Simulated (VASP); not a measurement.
Computed with optB86b-vdW, VASP's PBE PAW potentials (set 64) (plane waves; VASP).

Input for VASP

**POSCAR**
```
AgCl
1.0
  0.0000000000   2.7573654648   2.7573654648
  2.7573654648   0.0000000000   2.7573654648
  2.7573654648   2.7573654648   0.0000000000
Ag Cl
1 1
Cartesian
  0.0000000000   0.0000000000   0.0000000000
  2.7573654648   2.7573654648   2.7573654648
```

**INCAR**
```
ISMEAR=0   # Gaussian
LORBIT=11   # lm-projected
PARAM1=0.1234
SYSTEM=AgCl
NELM=100
LWAVE=.False.
LREAL=.False.
LUSE_VDW=.True.
ENCUT=520
GGA=MK
SIGMA=0.05
ICHARG=11   # fixed density
ALGO=Normal
PREC=Accurate
EDIFF=1E-7
LMAXMIX=4   # l cut-off of mixed one-centre charges
PARAM2=1.0
LASPH=.True.   # aspherical one-centre terms
AGGAC=0.0
LCHARG=.False.
```

**KPOINTS**
```
k-points along high-symmetry lines
15
Line-mode
Reciprocal
  0.000000   0.000000   0.000000 ! GAMMA
  0.500000   0.000000   0.500000 ! X

  0.500000   0.000000   0.500000 ! X
  0.625000   0.250000   0.625000 ! U

  0.375000   0.375000   0.750000 ! K
  0.000000   0.000000   0.000000 ! GAMMA

  0.000000   0.000000   0.000000 ! GAMMA
  0.500000   0.500000   0.500000 ! L

  0.500000   0.500000   0.500000 ! L
  0.500000   0.250000   0.750000 ! W

  0.500000   0.250000   0.750000 ! W
  0.500000   0.000000   0.500000 ! X
```

POTCAR, in this order: Ag Cl (PBE.64 set). Program: vasp_std. Read from the step before: CHGCAR.

Output of the run:

OSZICAR:
```
       N       E                     dE             d eps       ncg     rms          rms(c)
DAV:   1     0.104330563917E+03    0.10433E+03   -0.89326E+03  2412   0.125E+03
DAV:   2     0.301936972554E+01   -0.10131E+03   -0.94743E+02  2770   0.254E+02
DAV:   3    -0.850428884786E+00   -0.38698E+01   -0.38574E+01  2770   0.527E+01
DAV:   4    -0.879956001243E+00   -0.29527E-01   -0.29524E-01  2660   0.516E+00
DAV:   5    -0.880372358697E+00   -0.41636E-03   -0.41635E-03  2795   0.608E-01
DAV:   6    -0.880380393294E+00   -0.80346E-05   -0.80346E-05  2725   0.837E-02
DAV:   7    -0.880380566863E+00   -0.17357E-06   -0.17358E-06  2745   0.124E-02
DAV:   8    -0.880380570238E+00   -0.33751E-08   -0.33957E-08  1856   0.187E-03
   1 F= -.88038057E+00 E0= -.88038057E+00  d E =-.972072E-12
```

### OUTCAR
```
 val. band max:        3.9291886054   @ k =   0.5000   0.5000   0.5000

 cond. band min:       4.7828963244   @ k =   0.0000   0.0000   0.0000



 k-point     1 :       0.0000    0.0000    0.0000
  band No.  band energies     occupation
      1     -11.2888      2.00000
      2       1.3950      2.00000
      3       1.3950      2.00000
      4       1.3950      2.00000
      5       1.4477      2.00000
      6       1.4477      2.00000
      7       1.5553      2.00000
      8       1.5553      2.00000
      9       1.5553      2.00000
     10       4.7829      0.00000
     11      14.7782      0.00000
     12      14.7782      0.00000
     13      14.7782      0.00000

 k-point     2 :       0.0357    0.0000    0.0357
  band No.  band energies     occupation
      1     -11.2817      2.00000
      2       1.1281      2.00000
      3       1.3200      2.00000
      4       1.3200      2.00000
      5       1.3906      2.00000
      6       1.4501      2.00000
      7       1.6312      2.00000
      8       1.6312      2.00000
      9       1.8273      2.00000
     10       4.8781      0.00000
     11      14.6161      0.00000
     12      14.7105      0.00000
     13      14.7105      0.00000

 k-point     3 :       0.0714    0.0000    0.0714
  band No.  band energies     occupation
      1     -11.2607      2.00000
      2       0.7442      2.00000
      3       1.2034      2.00000
      4       1.2034      2.00000
      5       1.3778      2.00000
      6       1.4572      2.00000
      7       1.7496      2.00000
      8       1.7496      2.00000
      9       2.0784      2.00000
     10       5.1506      0.00000
     11      14.2771      0.00000
     12      14.5467      0.00000
     13      14.5467      0.00000

 k-point     4 :       0.1071    0.0000    0.1071
  band No.  band energies     occupation
      1     -11.2273      2.00000
      2       0.3713      2.00000
      3       1.0908      2.00000
      4       1.0908      2.00000
...
```

The density is held fixed in this step, so its total energy and stress have no physical meaning.

The compound is AgCl in the rock salt structure. It was relaxed first.
